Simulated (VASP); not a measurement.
Output of a VASP run:

### OUTCAR
```
 ion  position               nearest neighbor table
   1  0.667  0.333  0.500-   4 1.90   4 1.90   4 1.90   3 1.91   2 3.11   2 3.11   2 3.11   2 3.11
                             2 3.11   2 3.11
   2  0.333  0.667  1.000-   3 1.90   3 1.90   3 1.90   4 1.91   1 3.11   1 3.11   1 3.11   1 3.11
                             1 3.11   1 3.11
   3  0.667  0.333  0.875-   2 1.90   2 1.90   2 1.90   1 1.91
   4  0.333  0.667  0.375-   1 1.90   1 1.90   1 1.90   2 1.91
  LATTYP: Found a hexagonal cell.
 ALAT       =     3.0998956476
 C/A-ratio  =     1.6420486085
 Subroutine PRICEL returns:
 Original cell was already a primitive cell.
 Subroutine GETGRP returns: Found 12 space group operations
The static configuration has the point symmetry C_3v.
 The point group associated with its full space group is C_6v.
The dynamic configuration has the point symmetry C_3v.
 Subroutine INISYM returns: Found 12 space group operations
 Subroutine IBZKPT returns following result:
 Found     30 irreducible k-points:

 Following reciprocal coordinates:
            Coordinates               Weight
  0.000000  0.000000  0.000000      1.000000
  0.125000 -0.000000  0.000000      6.000000
  0.250000 -0.000000  0.000000      6.000000
  0.375000  0.000000  0.000000      6.000000
  0.500000 -0.000000  0.000000      3.000000
  0.125000  0.125000  0.000000      6.000000
  0.250000  0.125000  0.000000     12.000000
  0.375000  0.125000  0.000000     12.000000
  0.250000  0.250000  0.000000      6.000000
  0.375000  0.250000  0.000000      6.000000
  0.000000  0.000000  0.200000      2.000000
  0.125000 -0.000000  0.200000     12.000000
  0.250000 -0.000000  0.200000     12.000000
  0.375000  0.000000  0.200000     12.000000
  0.500000 -0.000000  0.200000      6.000000
  0.125000  0.125000  0.200000     12.000000
  0.250000  0.125000  0.200000     24.000000
  0.375000  0.125000  0.200000     24.000000
  0.250000  0.250000  0.200000     12.000000
  0.375000  0.250000  0.200000     12.000000
  0.000000  0.000000  0.400000      2.000000
  0.125000 -0.000000  0.400000     12.000000
  0.250000 -0.000000  0.400000     12.000000
  0.375000  0.000000  0.400000     12.000000
  0.500000 -0.000000  0.400000      6.000000
  0.125000  0.125000  0.400000     12.000000
  0.250000  0.125000  0.400000     24.000000
  0.375000  0.125000  0.400000     24.000000
  0.250000  0.250000  0.400000     12.000000
  0.375000  0.250000  0.400000     12.000000
   k-points           NKPTS =     30   k-points in BZ     NKDIM =     30   number of bands    NBANDS=     12
   number of dos      NEDOS =    301   number of ions     NIONS =      4
   total plane-waves  NPLWV =  23040
   dimension x,y,z NGX =    24 NGY =   24 NGZ =   40
   dimension x,y,z NGXF=    48 NGYF=   48 NGZF=   80
   ions per type =               2   2
   PREC   = accura    normal or accurate (medium, high low for compatibility)
   ISTART =      0    job   : 0-new  1-cont  2-samecut
   ICHARG =      2    charge: 1-file 2-atom 10-const
   ISPIN  =      1    spin polarized calculation?
   LNONCOLLINEAR =      F non collinear calculations
   LSORBIT =      F    spin-orbit coupling
   INIWAV =      1    electr: 0-lowe 1-rand  2-diag
   ENCUT  =  520.0 eV  38.22 Ry    6.18 a.u.   5.76  5.76  9.46*2*pi/ulx,y,z
   NELM   =    100;   NELMIN=  2; NELMDL= -5     # of ELM steps
   EDIFF  = 0.1E-06   stopping-criterion for ELM
   LREAL  =      F    real-space projection
   NLSPLINE    = F    spline interpolate recip. space projectors
   LMAXMIX     =    2 max onsite mixed and CHGCAR
   VOSKOWN=      0    Vosko Wilk Nusair interpolation
   EDIFFG = -.1E-01   stopping-criterion for IOM
   NSW    =     30    number of steps for IOM
   NBLOCK =      1;   KBLOCK =     30    inner block; outer block
   IBRION =      2    ionic relax: 0-MD 1-quasi-New 2-CG
   NFREE  =      1    steps in history (QN), initial steepest desc. (CG)
   ISIF   =      4    stress and relaxation
   ISYM   =      2    0-nonsym 1-usesym 2-fastsym
   TEIN   =    0.0    initial temperature
...
```

OSZICAR:
```
       N       E                     dE             d eps       ncg     rms          rms(c)
DAV:   1     0.352744308463E+02    0.35274E+02   -0.72902E+03   720   0.118E+03
DAV:   2    -0.306572525436E+02   -0.65932E+02   -0.60547E+02  1052   0.186E+02
DAV:   3    -0.336668738577E+02   -0.30096E+01   -0.29968E+01   940   0.407E+01
DAV:   4    -0.337018408485E+02   -0.34967E-01   -0.34933E-01   900   0.517E+00
DAV:   5    -0.337024535566E+02   -0.61271E-03   -0.61243E-03   936   0.654E-01    0.121E+01
DAV:   6    -0.302029073740E+02    0.34995E+01   -0.10548E+01   868   0.206E+01    0.539E+00
DAV:   7    -0.301226271071E+02    0.80280E-01   -0.86234E-01   936   0.621E+00    0.241E+00
DAV:   8    -0.301074380415E+02    0.15189E-01   -0.45317E-02   836   0.160E+00    0.537E-01
DAV:   9    -0.301068058399E+02    0.63220E-03   -0.61916E-03   900   0.608E-01    0.132E-01
DAV:  10    -0.301070778698E+02   -0.27203E-03   -0.75310E-04   864   0.196E-01    0.545E-02
DAV:  11    -0.301070910444E+02   -0.13175E-04   -0.12809E-04   872   0.868E-02    0.124E-02
DAV:  12    -0.301070922805E+02   -0.12360E-05   -0.46544E-06   872   0.176E-02    0.307E-03
DAV:  13    -0.301070927433E+02   -0.46287E-06   -0.25861E-07   832   0.428E-03    0.177E-03
DAV:  14    -0.301070928031E+02   -0.59806E-07   -0.16952E-08   556   0.117E-03
   1 F= -.31281758E+02 E0= -.31281758E+02  d E =-.312818E+02
```

**OUTCAR**
```
------------------------ aborting loop because EDIFF is reached ----------------------------------------
 Edisp (eV)   -1.17467
  FORCE on cell =-STRESS in cart. coord.  units (eV):
  Direction    XX          YY          ZZ          XY          YZ          ZX
  --------------------------------------------------------------------------------------
  Total      -1.63354    -1.63354    -1.67959     0.00000     0.00000     0.00000
  in kB     -61.78509   -61.78508   -63.52665     0.00000     0.00000     0.00000
  external pressure =      -62.37 kB  Pullay stress =        0.00 kB
  volume of cell :       42.36
      direct lattice vectors                 reciprocal lattice vectors
     1.549947929 -2.684588319  0.000000000     0.322591482 -0.186248296  0.000000000
     1.549947929  2.684588319  0.000000000     0.322591482  0.186248296  0.000000000
     0.000000000  0.000000000  5.090179335     0.000000000  0.000000000  0.196456733
  FREE ENERGIE OF THE ION-ELECTRON SYSTEM (eV)
  ---------------------------------------------------
  free  energy   TOTEN  =       -31.2817584815 eV

  energy  without entropy=      -31.2817584815  energy(sigma->0) =      -31.28175848

 reached required accuracy - stopping structural energy minimisation
```
(Selected blocks of OUTCAR.)

POSCAR:
```
SiC
1
    1.5499479292    -2.6845883190     0.0000000000
    1.5499479292     2.6845883190     0.0000000000
    0.0000000000     0.0000000000     5.0901793346
Si C
2 2
Direct
  0.6666670000   0.3333330000   0.4996118854
  0.3333330000   0.6666670000   0.9996118854
  0.6666670000   0.3333330000   0.8753881146
  0.3333330000   0.6666670000   0.3753881146
```

Problem. Reconstruct the remaining input files.

Solution. One answer among several that fit: the input of the run itself, PBE GGA with D3 dispersion (Becke-Johnson damping), plane waves, VASP's PBE PAW potentials (set 64).

### INCAR
```
# general
SYSTEM=SiC
PREC  =Accurate
ENCUT =520   # plane-wave cut-off (eV)
LREAL =.False.   # projection in real space or not
LASPH =.True.

# electronic loop
EDIFF =1E-7   # SCF stop (eV)
NELM  =100   # most electronic steps
ALGO  =Normal   # blocked Davidson

# smearing
ISMEAR=0   # Gaussian
SIGMA =0.05   # width (eV)

# functional
GGA   =PE
IVDW  =12

# ions
IBRION=2   # conjugate gradients
NSW   =30
ISIF  =4   # ions and shape, fixed volume
EDIFFG=-0.01   # ionic stop

# output
LWAVE =.False.
LCHARG=.False.
```

### KPOINTS
```
Regular mesh
0
G
8 8 5
```

POTCAR, in this order: Si C (PBE.64 set). Program: vasp_std.

The compound is SiC in the wurtzite structure, the rare 2H polytype. This cell is one point of a volume scan, at 1.03 of the reference volume.
